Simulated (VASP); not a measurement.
All values below come from PBE GGA, VASP's PBE PAW potentials (set 64) (plane waves; VASP).

A VASP calculation is set up with these files.

**INCAR**
```
NELECT=442.0
LREAL=Auto
ISYM=0
EDIFFG=-0.03
EDIFF=1E-5
ISIF=2   # forces and stress, cell fixed
ALGO=Fast   # Davidson, then RMM-DIIS
LASPH=.True.   # aspherical one-centre terms
ISMEAR=0   # Gaussian
LCHARG=.False.
ENCUT=400   # plane-wave cut-off (eV)
GGA=PE
NELM=100   # most electronic steps
PREC=Normal
LWAVE=.False.
NELMIN=4
IBRION=2
SIGMA=0.05   # width (eV)
NSW=60
SYSTEM=Na32Cl31
```

File KPOINTS:
```
Automatic mesh
0
Gamma
1 1 1
0 0 0
```

**POSCAR**
```
Na32Cl31
1.0
 11.3688618036   0.0000000000   0.0000000000
  0.0000000000  11.3688618036   0.0000000000
  0.0000000000   0.0000000000  11.3688618036
Na Cl
32 31
Cartesian
  5.6844309018   0.0000000000   0.0000000000
  8.5266463527   2.8422154509   0.0000000000
  8.5266463527   0.0000000000   2.8422154509
  0.0000000000   0.0000000000   0.0000000000
  2.8422154509   2.8422154509   0.0000000000
  5.6731075154   5.6678437324   0.0013301568
  8.5266463527   8.5266463527   0.0000000000
  2.8422154509   0.0000000000   2.8422154509
  5.6416839814   2.7950460433   2.8071879877
  8.5313416926   5.7315320963   2.8822565822
  5.6844309018   0.0000000000   5.6844309018
  8.5266463527   2.8422154509   5.6844309018
  8.5266463527   0.0000000000   8.5266463527
  0.0000000000   5.6844309018   0.0000000000
  2.8422154509   8.5266463527   0.0000000000
  0.0000000000   2.8422154509   2.8422154509
  2.8540731738   5.6607836692   2.8598371867
  5.6950948942   8.5458824669   2.8462855034
  0.0000000000   0.0000000000   5.6844309018
  2.8422154509   2.8422154509   5.6844309018
  5.6966637971   5.7316344160   5.7011203909
  8.5266463527   8.5266463527   5.6844309018
  2.8422154509   0.0000000000   8.5266463527
  5.6844309018   2.8422154509   8.5266463527
  8.5266463527   5.6844309018   8.5266463527
  0.0000000000   8.5266463527   2.8422154509
  0.0000000000   5.6844309018   5.6844309018
  2.8422154509   8.5266463527   5.6844309018
  0.0000000000   2.8422154509   8.5266463527
  2.8422154509   5.6844309018   8.5266463527
  5.6844309018   8.5266463527   8.5266463527
  0.0000000000   8.5266463527   8.5266463527
  8.5266463527   2.8422154509   2.8422154509
  0.0000000000   5.6844309018   2.8422154509
  0.0000000000   2.8422154509   5.6844309018
  2.8422154509   2.8422154509   2.8422154509
  8.5266463527   8.5266463527   2.8422154509
  0.0000000000   0.0000000000   2.8422154509
  5.6844309018   2.8422154509   5.6844309018
  8.5266463527   5.6844309018   5.6844309018
  0.0000000000   8.5266463527   5.6844309018
  8.5266463527   2.8422154509   8.5266463527
  0.0000000000   5.6844309018   8.5266463527
  0.0000000000   2.8422154509   0.0000000000
  2.8422154509   8.5266463527   2.8422154509
  5.6844309018   0.0000000000   2.8422154509
  2.8422154509   5.6844309018   5.6844309018
  5.6844309018   8.5266463527   5.6844309018
  8.5266463527   0.0000000000   5.6844309018
  2.8422154509   2.8422154509   8.5266463527
  5.6844309018   5.6844309018   8.5266463527
  8.5266463527   8.5266463527   8.5266463527
  0.0000000000   0.0000000000   8.5266463527
  5.6844309018   2.8422154509   0.0000000000
  8.5266463527   5.6844309018   0.0000000000
  0.0000000000   8.5266463527   0.0000000000
  2.8422154509   0.0000000000   5.6844309018
  2.8422154509   8.5266463527   8.5266463527
  5.6844309018   0.0000000000   8.5266463527
  2.8422154509   5.6844309018   0.0000000000
  5.6844309018   8.5266463527   0.0000000000
  8.5266463527   0.0000000000   0.0000000000
  2.8422154509   0.0000000000   0.0000000000
```

POTCAR, in this order: Na_pv Cl (PBE.64 set). Program: vasp_gam.

Output of the run:

File OSZICAR:
```
...
RMM:   7    -0.206982403496E+03    0.24144E+00   -0.11466E+01   603   0.397E+00    0.627E+00
RMM:   8    -0.207329521179E+03   -0.34712E+00   -0.18293E+00   618   0.307E+00    0.332E+00
RMM:   9    -0.207079923048E+03    0.24960E+00   -0.43240E-01   675   0.134E+00    0.979E-01
RMM:  10    -0.207082774841E+03   -0.28518E-02   -0.91023E-02   643   0.513E-01    0.329E-01
RMM:  11    -0.207085470281E+03   -0.26954E-02   -0.21579E-02   663   0.284E-01    0.167E-01
RMM:  12    -0.207085840157E+03   -0.36988E-03   -0.29079E-03   754   0.116E-01    0.160E-01
RMM:  13    -0.207085570580E+03    0.26958E-03   -0.12133E-03   584   0.713E-02    0.296E-02
RMM:  14    -0.207085591261E+03   -0.20681E-04   -0.16540E-04   567   0.324E-02    0.244E-02
RMM:  15    -0.207085589503E+03    0.17579E-05   -0.44725E-05   507   0.129E-02
   1 F= -.20708559E+03 E0= -.20708559E+03  d E =-.207086E+03
       N       E                     dE             d eps       ncg     rms          rms(c)
DAV:   1    -0.207095144783E+03   -0.95535E-02   -0.25125E+00   612   0.235E+00    0.426E-01
RMM:   2    -0.207100548972E+03   -0.54042E-02   -0.58484E-02   695   0.519E-01    0.147E-01
RMM:   3    -0.207101354608E+03   -0.80564E-03   -0.90246E-03   611   0.213E-01    0.127E-01
RMM:   4    -0.207101467647E+03   -0.11304E-03   -0.24689E-03   721   0.958E-02    0.797E-02
RMM:   5    -0.207101427563E+03    0.40084E-04   -0.22740E-04   483   0.259E-02    0.373E-02
RMM:   6    -0.207101439046E+03   -0.11484E-04   -0.15070E-04   577   0.185E-02    0.162E-02
RMM:   7    -0.207101432539E+03    0.65072E-05   -0.11679E-04   444   0.137E-02    0.137E-02
RMM:   8    -0.207101428350E+03    0.41894E-05   -0.11618E-05   314   0.814E-03
   2 F= -.20710143E+03 E0= -.20710143E+03  d E =-.158388E-01
       N       E                     dE             d eps       ncg     rms          rms(c)
DAV:   1    -0.207083553597E+03    0.17879E-01   -0.22677E+01   604   0.708E+00    0.126E+00
RMM:   2    -0.207128819105E+03   -0.45266E-01   -0.49173E-01   663   0.152E+00    0.296E-01
RMM:   3    -0.207139083815E+03   -0.10265E-01   -0.11128E-01   658   0.724E-01    0.449E-01
RMM:   4    -0.207140006957E+03   -0.92314E-03   -0.17727E-02   715   0.267E-01    0.331E-01
RMM:   5    -0.207139217663E+03    0.78929E-03   -0.22214E-03   535   0.778E-02    0.183E-01
RMM:   6    -0.207139647104E+03   -0.42944E-03   -0.58705E-03   596   0.883E-02    0.117E-01
RMM:   7    -0.207139206682E+03    0.44042E-03   -0.32017E-03   560   0.642E-02    0.369E-02
RMM:   8    -0.207139162694E+03    0.43987E-04   -0.13432E-04   511   0.295E-02    0.154E-02
RMM:   9    -0.207139157246E+03    0.54480E-05   -0.71315E-05   430   0.141E-02
   3 F= -.20713916E+03 E0= -.20713916E+03  d E =-.535677E-01
       N       E                     dE             d eps       ncg     rms          rms(c)
DAV:   1    -0.206919055425E+03    0.22011E+00   -0.91601E+01   596   0.142E+01    0.249E+00
RMM:   2    -0.207124726760E+03   -0.20567E+00   -0.22268E+00   672   0.318E+00    0.693E-01
RMM:   3    -0.207174502857E+03   -0.49776E-01   -0.54508E-01   665   0.155E+00    0.897E-01
RMM:   4    -0.207174291162E+03    0.21170E-03   -0.35703E-02   706   0.451E-01    0.653E-01
RMM:   5    -0.207171173624E+03    0.31175E-02   -0.16667E-02   568   0.210E-01    0.258E-01
RMM:   6    -0.207172883263E+03   -0.17096E-02   -0.14611E-02   586   0.154E-01    0.212E-01
RMM:   7    -0.207171476487E+03    0.14068E-02   -0.12253E-02   656   0.135E-01    0.797E-02
RMM:   8    -0.207171196659E+03    0.27983E-03   -0.71133E-04   498   0.571E-02    0.337E-02
RMM:   9    -0.207171178536E+03    0.18123E-04   -0.36893E-04   527   0.278E-02    0.175E-02
RMM:  10    -0.207171187690E+03   -0.91541E-05   -0.76288E-05   538   0.178E-02
   4 F= -.20717119E+03 E0= -.20717119E+03  d E =-.855982E-01
       N       E                     dE             d eps       ncg     rms          rms(c)
DAV:   1    -0.207169830525E+03    0.13480E-02   -0.57661E+00   644   0.336E+00    0.338E-01
RMM:   2    -0.207177445691E+03   -0.76152E-02   -0.80038E-02   660   0.596E-01    0.900E-02
RMM:   3    -0.207179510581E+03   -0.20649E-02   -0.21237E-02   665   0.294E-01    0.113E-01
RMM:   4    -0.207179745826E+03   -0.23525E-03   -0.30672E-03   693   0.115E-01    0.808E-02
RMM:   5    -0.207179703161E+03    0.42665E-04   -0.27637E-04   501   0.302E-02    0.341E-02
RMM:   6    -0.207179710947E+03   -0.77861E-05   -0.20156E-04   532   0.216E-02    0.220E-02
RMM:   7    -0.207179697200E+03    0.13747E-04   -0.77731E-05   454   0.139E-02    0.773E-03
RMM:   8    -0.207179698500E+03   -0.12995E-05   -0.19106E-05   353   0.815E-03
   5 F= -.20717970E+03 E0= -.20717970E+03  d E =-.851081E-02
       N       E                     dE             d eps       ncg     rms          rms(c)
DAV:   1    -0.207158994769E+03    0.20702E-01   -0.16439E+01   620   0.571E+00    0.571E-01
RMM:   2    -0.207181334226E+03   -0.22339E-01   -0.23593E-01   659   0.102E+00    0.151E-01
RMM:   3    -0.207187961230E+03   -0.66270E-02   -0.69280E-02   682   0.526E-01    0.197E-01
RMM:   4    -0.207188365697E+03   -0.40447E-03   -0.58049E-03   685   0.177E-01    0.146E-01
RMM:   5    -0.207188229141E+03    0.13656E-03   -0.83732E-04   559   0.533E-02    0.687E-02
RMM:   6    -0.207188254885E+03   -0.25743E-04   -0.76014E-04   554   0.395E-02    0.432E-02
RMM:   7    -0.207188197143E+03    0.57742E-04   -0.15859E-04   487   0.252E-02    0.876E-03
RMM:   8    -0.207188207204E+03   -0.10060E-04   -0.12227E-04   569   0.167E-02    0.145E-02
RMM:   9    -0.207188198479E+03    0.87246E-05   -0.19726E-05   367   0.932E-03
   6 F= -.20718820E+03 E0= -.20718820E+03  d E =-.170108E-01
       N       E                     dE             d eps       ncg     rms          rms(c)
DAV:   1    -0.207047362901E+03    0.14084E+00   -0.66332E+01   628   0.116E+01    0.113E+00
RMM:   2    -0.207150266847E+03   -0.10290E+00   -0.10866E+00   646   0.208E+00    0.322E-01
RMM:   3    -0.207180534955E+03   -0.30268E-01   -0.32375E-01   701   0.113E+00    0.420E-01
RMM:   4    -0.207182963917E+03   -0.24290E-02   -0.30902E-02   675   0.373E-01    0.325E-01
RMM:   5    -0.207182459767E+03    0.50415E-03   -0.33076E-03   562   0.107E-01    0.182E-01
RMM:   6    -0.207182549821E+03   -0.90054E-04   -0.43812E-03   537   0.921E-02    0.107E-01
RMM:   7    -0.207182278997E+03    0.27082E-03   -0.48705E-04   540   0.552E-02    0.407E-02
RMM:   8    -0.207182296721E+03   -0.17723E-04   -0.85557E-04   521   0.434E-02    0.372E-02
RMM:   9    -0.207182247729E+03    0.48992E-04   -0.10692E-04   505   0.243E-02    0.100E-02
RMM:  10    -0.207182265126E+03   -0.17398E-04   -0.18255E-04   506   0.178E-02    0.213E-02
RMM:  11    -0.207182248613E+03    0.16513E-04   -0.44397E-05   471   0.126E-02    0.884E-03
RMM:  12    -0.207182249290E+03   -0.67660E-06   -0.16670E-05   366   0.652E-03
   7 F= -.20718225E+03 E0= -.20718225E+03  d E =-.110616E-01
       N       E                     dE             d eps       ncg     rms          rms(c)
DAV:   1    -0.207127208431E+03    0.55040E-01   -0.32099E+01   604   0.791E+00    0.825E-01
RMM:   2    -0.207175083258E+03   -0.47875E-01   -0.50499E-01   670   0.147E+00    0.244E-01
RMM:   3    -0.207188894311E+03   -0.13811E-01   -0.14697E-01   666   0.746E-01    0.252E-01
RMM:   4    -0.207190000422E+03   -0.11061E-02   -0.14448E-02   696   0.259E-01    0.198E-01
RMM:   5    -0.207189738956E+03    0.26147E-03   -0.14963E-03   553   0.714E-02    0.109E-01
RMM:   6    -0.207189746262E+03   -0.73061E-05   -0.15587E-03   554   0.570E-02    0.517E-02
RMM:   7    -0.207189661375E+03    0.84887E-04   -0.17954E-04   511   0.322E-02    0.174E-02
RMM:   8    -0.207189671165E+03   -0.97906E-05   -0.23185E-04   492   0.232E-02    0.195E-02
RMM:   9    -0.207189656603E+03    0.14562E-04   -0.43581E-05   493   0.146E-02    0.711E-03
RMM:  10    -0.207189663768E+03   -0.71646E-05   -0.54997E-05   513   0.106E-02
   8 F= -.20718966E+03 E0= -.20718966E+03  d E =-.184761E-01
```

OUTCAR:
```
------------------------ aborting loop because EDIFF is reached ----------------------------------------
  FORCE on cell =-STRESS in cart. coord.  units (eV):
  Direction    XX          YY          ZZ          XY          YZ          ZX
  --------------------------------------------------------------------------------------
  Total        7.2121754      7.2190251      7.2142763      0.0022323      0.0023935     -0.0020357
  in kB        7.8636812      7.8711497      7.8659720      0.0024339      0.0026098     -0.0022196
  external PRESSURE =       7.8669343 kB  Pullay stress =       0.0000000 kB
  volume of cell :     1469.44
      direct lattice vectors                 reciprocal lattice vectors
    11.368861804  0.000000000  0.000000000     0.087959553  0.000000000  0.000000000
     0.000000000 11.368861804  0.000000000     0.000000000  0.087959553  0.000000000
     0.000000000  0.000000000 11.368861804     0.000000000  0.000000000  0.087959553
  FREE ENERGIE OF THE ION-ELECTRON SYSTEM (eV)
  ---------------------------------------------------
  free  energy   TOTEN  =      -207.1896637677 eV

  energy  without entropy=     -207.1896637677  energy(sigma->0) =     -207.18966377

 reached required accuracy - stopping structural energy minimisation
```
(Selected blocks of OUTCAR.)

CONTCAR:
```
Na32Cl31
   1.00000000000000
    11.3688618035999998    0.0000000000000000    0.0000000000000000
     0.0000000000000000   11.3688618035999998    0.0000000000000000
     0.0000000000000000    0.0000000000000000   11.3688618035999998
  Na              Cl
    32    31
Direct
     0.4999883271067399    0.0000724987951722    0.0002477511867826
     0.7489535920014356    0.2505871630126604    0.0004465763032420
     0.7496441670184886    0.9999671025016528    0.2499119438189232
     0.0000131917099776    0.9998814552362711    0.0001738912133564
     0.2507767767243019    0.2505446319587561    0.0008667945721606
     0.4998867969889157    0.4997638919576145    0.0101061447829203
     0.7494042372450531    0.7496117342410170    0.0009835963618011
     0.2502206614673694    0.0000672242203504    0.2499814502074560
     0.4996676640978742    0.2590333997902898    0.2498373951490980
     0.7401011556137130    0.5003559144062186    0.2501699801609134
     0.4999202440240238    0.0000403266624376    0.4996431226117881
     0.7494493440945361    0.2509919167037710    0.4995951624204412
     0.7498518678174809    0.0000837827157106    0.7501436561171664
     0.0001364226354127    0.5001122306136176    0.0004377500424034
     0.2505646045703561    0.7492607378216237    0.0005453798287642
     0.0000350067788172    0.2503722461895036    0.2501786830718729
     0.2601901659782170    0.4997119813318687    0.2499285815571622
     0.5003252887436049    0.7404170141558815    0.2503496939140502
     0.0001021954598210    0.0000862141991818    0.4998347233493400
     0.2503806890891455    0.2506217339212188    0.4990521974880892
     0.5001059948547446    0.5003300767525174    0.4903969637366750
     0.7492044926578574    0.7495345951942251    0.4992525468504397
     0.2501556026445229    0.9998392464995148    0.7500541406281577
     0.5001090719054695    0.2504053037746060    0.7500369225270945
     0.7496841935032896    0.4999613747732150    0.7502851050234984
     0.9997392588741386    0.7497470549673357    0.2500244533232025
     0.9999834401261586    0.4999643297024037    0.4998390549147473
     0.2509018500159455    0.7495302705322694    0.4995817075738305
     0.9998480407018798    0.2501871960322274    0.7497667309640726
     0.2503239631220464    0.5001464886225013    0.7503872205800142
     0.4999150594120125    0.7497359164336431    0.7497217435184607
     0.0000859944452113    0.7498153887581670    0.7499617898835214
     0.7527925126188963    0.2472415644846551    0.2500882276187251
     0.0000366375660430    0.5000437143266792    0.2500884643881842
     0.9997344674541909    0.2493262467480875    0.5005582859310472
     0.2464444420906824    0.2465066730922139    0.2501920010455983
     0.7535276197947376    0.7534926448566779    0.2499136462872519
     0.9997434928780835    0.0001920674760289    0.2499880880029448
     0.5001043422510840    0.2471286503779087    0.5028878026469560
     0.7532693877397619    0.5000165127581242    0.5035683032970462
     0.0003425605241083    0.7507205171376666    0.5006347083834979
     0.7505971250419406    0.2493429026445679    0.7499481913559696
     0.0000282312943755    0.4999801192691914    0.7505051138524185
     0.9994307794118722    0.2494711659056445    0.9993730747028989
     0.2468514267943961    0.7527924854613696    0.2499569425369824
     0.4999681189928467    0.9999147114374288    0.2499822198405982
     0.2471265142578331    0.5000297485707944    0.5035228784696377
     0.4998365792730419    0.7535648819635105    0.5034109946944771
     0.7506992769269127    0.0008497526674221    0.5007291428570608
     0.2493325881984403    0.2493134304025493    0.7497078405398293
     0.4999933363733539    0.4999959005242574    0.7502330660627415
     0.7506847529908157    0.7506837796620570    0.7504937563381601
     0.9999977393237930    0.0000169710193042    0.7500095765389728
     0.5000962611392566    0.2465856037014246    0.9965264660159697
     0.7531706135102657    0.5000084606735243    0.9973044485564859
     0.0000852042659050    0.7505222914694919    0.9993384416225891
     0.2493711365313628    0.0001571358550715    0.5007751255420391
     0.2493670358480096    0.7505997456542673    0.7502266449126942
     0.5000076519704933    0.0002667671852479    0.7497788116319218
     0.2465598347843219    0.5001079101982170    0.9969955724064417
     0.4998946597155763    0.7528582736291497    0.9968597594513016
     0.7507339748522468    0.0002461902774812    0.9993593717426700
     0.2492163341567905    0.9995417380925425    0.9992341790454435
```

The cell is charged, with a uniform compensating background. The supercell is sampled at Γ alone, which is coarse: total energies, pressure and levels can be off, energies of defects by several tenths of an eV.

The cell is a supercell with a defect, built from NaCl (rock salt): vac_Cl, charge -1. The run is not spin-polarised, so no state with unpaired spins was tried.
